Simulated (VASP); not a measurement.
Consider the following.

```
CELL_PARAMETERS angstrom
      4.78132     0.00000     0.00000
     -2.39066     4.14075     0.00000
      0.00000     0.00000    20.12898
ATOMIC_POSITIONS crystal
  K  0.66667 0.33333 0.41895
  K  0.66667 0.33333 0.58105
  Br 0.33333 0.66667 0.34776
  Br 0.33333 0.66667 0.65224
```

Computed with PBE GGA, VASP's PBE PAW potentials (set 64) (plane waves; VASP 6.6.1). Run with 300 eV cut-off, 4×4×1 Γ-centred mesh, Fermi-Dirac smearing of 0.10 eV, potentials K_sv Br.

The cell holds a wide vacuum, so values per volume refer to the whole cell.

### Question
Give the energies of bands 11 to 19 at the high-symmetry points, in eV from the valence-band maximum.

### Answer

| band | Γ | M | K |
|---|---|---|---|
| 11 | -0.61 | -0.59 | -0.36 |
| 12 | -0.38 | -0.54 | -0.36 |
| 13 | -0.01 | -0.24 | -0.36 |
| 14 | -0.01 | -0.15 | -0.32 |
| 15 | 0.00 | -0.06 | -0.22 |
| 16 | 0.00 | -0.06 | -0.13 |
| 17 | 2.51 | 3.77 | 4.06 |
| 18 | 5.26 | 4.37 | 4.51 |
| 19 | 6.53 | 6.05 | 5.07 |

The gap is direct, 2.51 eV, from the valence maximum at Γ to the conduction minimum at Γ.

The cell is a sheet with vacuum, built from a generated structure.
